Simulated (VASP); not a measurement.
A run of VASP 6.6.1:

File INCAR:

```
SYSTEM = Zn
  PREC = Accurate
  ENCUT = 600
  EDIFF = 1E-7
  ISMEAR = -1
  SIGMA = 0.05
  LREAL = .FALSE.
  LASPH = .TRUE.
  NELM = 60
  ALGO = Normal
  ISIF = 3
  LWAVE = .FALSE.
  LCHARG = .FALSE.
  GGA = CA
  IBRION = 2
  NSW = 40
  EDIFFG = -0.005
  PSTRESS = 100
```

KPOINTS

```
regular mesh
0
G
  7 7 7
  0 0 0
```

File POSCAR:

```
Zn
1.0
    3.7711300000      0.0000000000      0.0000000000
    0.0000000000      3.7711300000      0.0000000000
    0.0000000000      0.0000000000      3.7711300000
Zn
3
Direct
    0.0000000000      0.5000000000      0.5000000000
    0.5000000000      0.0000000000      0.5000000000
    0.5000000000      0.5000000000      0.0000000000
```

Potentials or basis: VASP PAW LDA potentials, release 64 (Zn).

Run with:

```bash
$ cat potpaw_LDA.64/Zn/POTCAR > POTCAR
$ mpirun -np 1 vasp_std > vasp.out
```

Hardware: 1 thread of Intel(R) Xeon(R) Platinum 8488C (Sapphire Rapids) (shared host).

How long does it take, and how much memory?

It took 30 s on 1 thread of Intel(R) Xeon(R) Platinum 8488C (Sapphire Rapids), with other jobs on the host, peak memory 0.16 GiB. Counts: scf iterations 32, k points 20, ion steps 3.
